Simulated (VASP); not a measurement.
## InGe: phonons from a supercell

How does the lattice of InGe vibrate? The cell is invented: it takes the structure of a Materials Project entry for GeSb (space group 123 there), with some of its atoms replaced by other elements, volume scaled by an estimate. It may not be a known or stable phase.

Calculated with VASP 6.6.1; r2SCAN; plane waves and PAW (In, Ge); invented cell.

## (1) The starting structure

Symmetry: P4/mmm, No. 123, tetragonal system. The conventional cell has a = 2.899 Å, b = 2.899 Å, c = 5.766 Å, α = 90.00°, β = 90.00°, γ = 90.00°. In has 2 Ge at 2.88 Å and 4 In at 2.90 Å nearest. Nearest to Ge lie 2 In at 2.88 Å and 4 Ge at 2.90 Å. It derives from GeSb. It takes the structure of a Materials Project entry for GeSb (space group 123 there), with some of its atoms replaced by other elements, volume scaled by an estimate. Farther neighbours are not listed.

Structure file:

```cif
data_structure
_symmetry_space_group_name_H-M 'P 1'
_symmetry_Int_Tables_number 1
_cell_length_a 2.8993
_cell_length_b 2.8993
_cell_length_c 5.7657
_cell_angle_alpha 90.000
_cell_angle_beta 90.000
_cell_angle_gamma 90.000
_cell_volume 48.46
loop_
_atom_site_label
_atom_site_type_symbol
_atom_site_fract_x
_atom_site_fract_y
_atom_site_fract_z
_atom_site_occupancy
In1 In 0.00000 0.00000 0.50000 1
Ge2 Ge 0.00000 0.00000 0.00000 1
```

## (2) Relax the host

Cell and atoms are relaxed first, so that later runs start from this functional's own cell.

The input, INCAR:

```
SYSTEM = InGe
PREC = Accurate
ENCUT = 350
EDIFF = 1E-06
NELM = 120
ISMEAR = 0
SIGMA = 0.05
LREAL = .FALSE.
ALGO = Normal
METAGGA = R2SCAN
LASPH = .TRUE.
NBANDS = 9
LORBIT = 11
LWAVE = .FALSE.
LCHARG = .FALSE.
KPAR = 4
IBRION = 2
NSW = 40
ISIF = 3
EDIFFG = -0.02
POTIM = 0.4
```

The input, POSCAR:

```
InGe
1.0
    2.8992530000      0.0000000000      0.0000000000
    0.0000000000      2.8992530000      0.0000000000
    0.0000000000      0.0000000000      5.7657250000
In Ge
1 1
Direct
    0.0000000000      0.0000000000      0.5000000000
    0.0000000000      0.0000000000      0.0000000000
```

The input, KPOINTS:

```
Automatic mesh
0
Gamma
7 7 4
0 0 0
```

The projector-augmented-wave data sets are In and Ge (PBE family, release 64).

Run with:

```bash
$ mpirun -np 4 vasp_std
```

Output:

```text
[banner, memory and clock lines left out]
running    4 mpi-ranks, on    1 nodes
 distrk:  each k-point on    1 cores,    4 groups
 distr:  one band on    1 cores,    1 groups

 POSCAR found type information on POSCAR InGe
 POSCAR found :  2 types and       2 ions
|                                                                             |
|               ----> ADVICE to this user running VASP <----                  |
|                                                                             |
|     You enforced a specific xc type in the INCAR file but a different       |
|     [... a line on the potential file left out ...]
|     I HOPE YOU KNOW WHAT YOU ARE DOING!                                     |
|                                                                             |

 LDA part: xc-table for (None), standard interpolation
 POSCAR, INCAR and KPOINTS ok, starting setup
 FFT: planning ... GRIDC
 FFT: planning ... GRID_SOFT
 FFT: planning ... GRID
 WAVECAR not read
 entering main loop
       N       E                     dE             d eps       ncg     rms          rms(c)
DAV:   1    -0.225511515745E+02   -0.22551E+02   -0.20238E+03   540   0.430E+02
DAV:   2    -0.359191716911E+02   -0.13368E+02   -0.12692E+02   798   0.631E+01
DAV:   3    -0.363015936784E+02   -0.38242E+00   -0.38151E+00   641   0.109E+01
DAV:   4    -0.363030339056E+02   -0.14402E-02   -0.14401E-02   747   0.655E-01
DAV:   5    -0.363030358343E+02   -0.19287E-05   -0.19284E-05   653   0.231E-02    0.286E+00
DAV:   6    -0.358035164651E+02    0.49952E+00   -0.34091E-01   618   0.305E+00    0.185E+00
DAV:   7    -0.358077666989E+02   -0.42502E-02   -0.33982E-02   707   0.104E+00    0.638E-01
DAV:   8    -0.358081276534E+02   -0.36095E-03   -0.81913E-03   568   0.420E-01    0.130E-01
DAV:   9    -0.358086672851E+02   -0.53963E-03   -0.99722E-03   570   0.377E-01    0.129E-01
DAV:  10    -0.358077856879E+02    0.88160E-03   -0.40251E-03   567   0.253E-01    0.367E-02
DAV:  11    -0.358078516833E+02   -0.65995E-04   -0.21711E-04   604   0.990E-02    0.106E-02
DAV:  12    -0.358078525556E+02   -0.87230E-06   -0.92188E-06   613   0.188E-02
   1 F= -.35807853E+02 E0= -.35806562E+02  d E =-.358079E+02
 curvature:   0.00 expect dE= 0.000E+00 dE for cont linesearch  0.000E+00
 trial: gam= 0.00000 g(F)=  0.000E+00 g(S)=  0.375E-01 ort = 0.000E+00 (trialstep = 0.100E+01)
 search vector abs. value=  0.375E-01
 bond charge predicted
       N       E                     dE             d eps       ncg     rms          rms(c)
DAV:   1    -0.358398560849E+02   -0.32004E-01   -0.63325E-01   585   0.373E+00    0.469E-01
DAV:   2    -0.358355325919E+02    0.43235E-02   -0.22606E-02   597   0.846E-01    0.279E-01
DAV:   3    -0.358332114693E+02    0.23211E-02   -0.48527E-03   616   0.350E-01    0.368E-02
DAV:   4    -0.358332890422E+02   -0.77573E-04   -0.21601E-04   610   0.887E-02    0.338E-02
DAV:   5    -0.358333092487E+02   -0.20207E-04   -0.26563E-05   627   0.327E-02    0.612E-03
DAV:   6    -0.358333103364E+02   -0.10878E-05   -0.11761E-06   479   0.711E-03    0.162E-03
DAV:   7    -0.358333105092E+02   -0.17279E-06   -0.21218E-07   282   0.330E-03
   2 F= -.35833311E+02 E0= -.35832996E+02  d E =-.254580E-01
[...]
3 F= -.35834481E+02 E0= -.35834206E+02  d E =-.266280E-01
 curvature:  -0.66 expect dE=-0.289E-03 dE for cont linesearch -0.286E-03
 ZBRENT: interpolating
 opt :   1.2232  next Energy=   -35.834646 (dE=-0.268E-01)
 bond charge predicted
       N       E                     dE             d eps       ncg     rms          rms(c)
DAV:   1    -0.358346936577E+02   -0.21328E-03   -0.42886E-03   631   0.306E-01    0.408E-02
DAV:   2    -0.358346583245E+02    0.35333E-04   -0.17634E-04   564   0.738E-02    0.241E-02
DAV:   3    -0.358346393264E+02    0.18998E-04   -0.35263E-05   636   0.295E-02    0.362E-03
DAV:   4    -0.358346392053E+02    0.12114E-06   -0.30530E-06   563   0.101E-02
   4 F= -.35834639E+02 E0= -.35834379E+02  d E =-.267866E-01
 curvature:  -0.38 expect dE=-0.137E-05 dE for cont linesearch -0.249E-06
 trial: gam=-0.00408 g(F)=  0.000E+00 g(S)=  0.358E-05 ort = 0.157E-03 (trialstep = 0.104E+01)
 search vector abs. value=  0.293E-05
 reached required accuracy - stopping structural energy minimisation
```

Run time: 23 s. Hardware: 4 MPI ranks of AMD EPYC 9R14 (Zen 4), shared host; peak memory 0.55 GiB.

The logs omit lines about the potential files and the build; timing stands in the text.

Parts of OUTCAR (step 2):

```text
ion  position               nearest neighbor table
   1  0.000  0.000  0.500-   2 2.88   2 2.88
   2  0.000  0.000  0.000-   1 2.88   1 2.88

  LATTYP: Found a simple tetragonal cell.
 ALAT       =     2.8992530000
 C/A-ratio  =     1.9886932944

 Subroutine GETGRP returns: Found 16 space group operations
 (whereof 16 operations were pure point group operations)

The static configuration has the point symmetry D_4h.

 Found     30 irreducible k-points:

   k-points           NKPTS =     30   k-points in BZ     NKDIM =     30   number of bands    NBANDS=      9

   dimension x,y,z NGX =    18 NGY =   18 NGZ =   36
   dimension x,y,z NGXF=    36 NGYF=   36 NGZF=   72

   ENCUT  =  350.0 eV  25.72 Ry    5.07 a.u.   4.42  4.42  8.80*2*pi/ulx,y,z

   NELECT =       7.0000    total number of electrons

 k-points in reciprocal lattice and weights: Automatic mesh
   0.00000000  0.00000000  0.00000000       0.005
   0.14285714  0.00000000  0.00000000       0.020
   0.28571429  0.00000000  0.00000000       0.020
   0.42857143  0.00000000  0.00000000       0.020
   0.14285714  0.14285714  0.00000000       0.020
   0.28571429  0.14285714  0.00000000       0.041
   0.42857143  0.14285714  0.00000000       0.041
   0.28571429  0.28571429  0.00000000       0.020
   0.42857143  0.28571429  0.00000000       0.041
[...]
0.42857143  0.28571429  0.50000000       0.041
   0.42857143  0.42857143  0.50000000       0.020

 average (electrostatic) potential at core
       1 -41.9246       2 -36.1699

 E-fermi :   4.3333

 k-point     1 :       0.0000    0.0000    0.0000
  band No.  band energies     occupation
      1      -7.2763      2.00000
      2      -2.4860      2.00000
      3      -0.2921      2.00000
      4      10.5044      0.00000
      5      10.5044      0.00000
      6      12.4961      0.00000
      7      14.2081      0.00000
      8      14.9364      0.00000
    ...

 k-point     2 :       0.1429    0.0000    0.0000
  band No.  band energies     occupation
      1      -6.9105      2.00000
      2      -2.1135      2.00000
      3       0.0748      2.00000
      4       7.3557      0.00000
      5      10.8331      0.00000
      6      12.1300      0.00000
      7      12.7459      0.00000
      8      14.9161      0.00000
    ...

 k-point     3 :       0.2857    0.0000    0.0000
  band No.  band energies     occupation
      1      -5.8410      2.00000
      2      -0.9825      2.00000
      3       1.0711      2.00000
      4       3.4058      2.00000
      5       7.8894      0.00000
      6      11.2239      0.00000
      7      11.7085      0.00000
      8      14.3171      0.00000
      9      15.7598      0.00000

  Total       -0.0080057     -0.0080057     -0.0075853      0.0000000      0.0000000      0.0000000
  in kB       -0.2716798     -0.2716798     -0.2574127      0.0000000      0.0000000      0.0000000
  external PRESSURE =      -0.2669241 kB  Pullay stress =       0.0000000 kB

  energy-cutoff  :      350.00
  volume of cell :       47.21
      direct lattice vectors                 reciprocal lattice vectors
     2.909273813  0.000000000  0.000000000     0.343728389  0.000000000  0.000000000
     0.000000000  2.909273813  0.000000000     0.000000000  0.343728389  0.000000000
     0.000000000  0.000000000  5.578063658    -0.000000000  0.000000000  0.179273680

 POSITION                                       TOTAL-FORCE (eV/Angst)
 -----------------------------------------------------------------------------------
      0.00000      0.00000      2.78903         0.000000      0.000000      0.000000
      0.00000      0.00000      0.00000         0.000000      0.000000      0.000000
 -----------------------------------------------------------------------------------
    total drift:                                0.000000      0.000000     -0.000000

  FREE ENERGIE OF THE ION-ELECTRON SYSTEM (eV)
  ---------------------------------------------------
  free  energy   TOTEN  =       -35.8346392053 eV

  energy  without entropy=      -35.8341195584  energy(sigma->0) =      -35.83437938

 reached required accuracy - stopping structural energy minimisation

 total charge
# of ion       s       p       d       tot
------------------------------------------
    1        1.291   1.239   0.137   2.668
    2        1.226   0.986   0.039   2.251
--------------------------------------------------
tot          2.517   2.225   0.176   4.919

[... 3 further parts left out ...]
```

CONTCAR:

```
InGe
   1.00000000000000
     2.9092738129305022    0.0000000000000000    0.0000000000000000
     0.0000000000000000    2.9092738129305022    0.0000000000000000
     0.0000000000000000    0.0000000000000000    5.5780636580283334
  In              Ge
     1     1
Direct
     0.0000000000000000    0.0000000000000000    0.5000000000000000
     0.0000000000000000    0.0000000000000000    0.0000000000000000
```

This run has no spin polarisation. Its electron count is odd, so without a moment it is a metal by construction. The k-mesh is coarse for a metal. The PAW data sets were made with PBE, which is usual practice but a small mismatch for other functionals. The data sets In and Ge keep the semicore shell frozen, which is cheaper and a little less accurate. The run keeps the 16 symmetry operations of its start, so it cannot find a distortion of lower symmetry.

Relaxation path:

| step | energy less that of the first step (eV) | largest force (eV/Å) | pressure (GPa) | volume (Å³) |
| --- | --- | --- | --- | --- |
| 1 | 0.0000 | 0.0000 | -1.20 | 48.46 |
| 2 | -0.0255 | 0.0000 | -0.36 | 47.44 |
| 3 | -0.0266 | 0.0000 | 0.10 | 47.13 |
| 4 | -0.0268 | 0.0000 | -0.03 | 47.21 |

| conventional cell, symmetrised | before | after | change |
| --- | --- | --- | --- |
| a (Å) | 2.899 | 2.909 | +0.3 % |
| b (Å) | 2.899 | 2.909 | +0.3 % |
| c (Å) | 5.766 | 5.578 | -3.3 % |
| volume (Å³/atom) | 24.23 | 23.61 | -2.6 % |

The relaxed structure:

```
In Ge
1.0
     2.90927    0.00000    0.00000
     0.00000    2.90927    0.00000
     0.00000    0.00000    5.57806
In Ge
1 1
Cartesian
  0.0000 0.0000 2.7890
  0.0000 0.0000 0.0000
```

This step gave:

```yaml
electronic_cycles: 29
electrons: 7
free_energy_toten: -35.83 eV
energy_at_zero_smearing: -35.83 eV
fermi_energy: 4.333 eV
pressure: -0.02669 GPa
labelled_metallic_from_the_levels_on_this_mesh: yes
```

The run ended after 4 ionic steps, 0.027 eV below its first step, once forces and stress met EDIFFG = -0.02.

(Continued in part 2 of 3.)

[Lines on the potential files, build, host, timing and source positions are cut from VASP's logs without a mark.]

[Logs are printed without paths, hosts, clocks, repeated set-up lines and the standing remarks that a program may print on its own settings, such as how far it seeks lower states.]

[Hosts, paths, dates, database ids (printed as entryN), source tags and the programs' standing remarks are cut or masked in the printed files.]

[Runs that stopped without an error message from VASP are left out.]
